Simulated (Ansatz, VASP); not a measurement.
## Cd2SO: VASP beside Ansatz

```xyz
4
Lattice="3.9167 0.0000 0.0000 0.0000 3.9167 0.0000 0.0000 0.0000 5.4634" Properties=species:S:1:pos:R:3 pbc="T T T"
Cd    1.9584    0.0000    3.8615
Cd    0.0000    1.9584    1.6019
S     0.0000    0.0000    0.0000
O     1.9584    1.9584    2.7317
```

Alike in both runs: functional PBE; k mesh 4 × 4 × 3; occupations gaussian, width 0.15 eV; no spin polarisation.

Ansatz relaxed the structure, and its values are those at the end. VASP's run is a single point on that final structure, the one shown.

|  | VASP | Ansatz |
| --- | --- | --- |
| version | VASP 6.6.1 | Ansatz 0.2.0 |
| potentials or method | VASP PAW PBE potentials, release 64 (Cd, S, O) | scalar-relativistic, plane waves, PAW |
| plane-wave cutoff (eV) | 520 | 420 |
| valence electrons in the cell | 36 | 52 |

|  | VASP | Ansatz | Ansatz less VASP |
| --- | --- | --- | --- |
| gap on the k mesh at the Fermi level (eV) | none | none | - |
| pressure (GPa) | 0.8 | 0.2 | -0.59 |
| rms of the force components (eV/Å) | 0.018 | 0.008 | -0.0103 |

A gap of «none» marks a metal or a gap that the smearing closes. The functional is the same, so the differences come from potentials, cutoffs and numerics. The two sets of potentials don't hold the same shells in valence.

Caveats: the k mesh is coarse (spacing up to 0.40 Å⁻¹), so the values aren't converged.
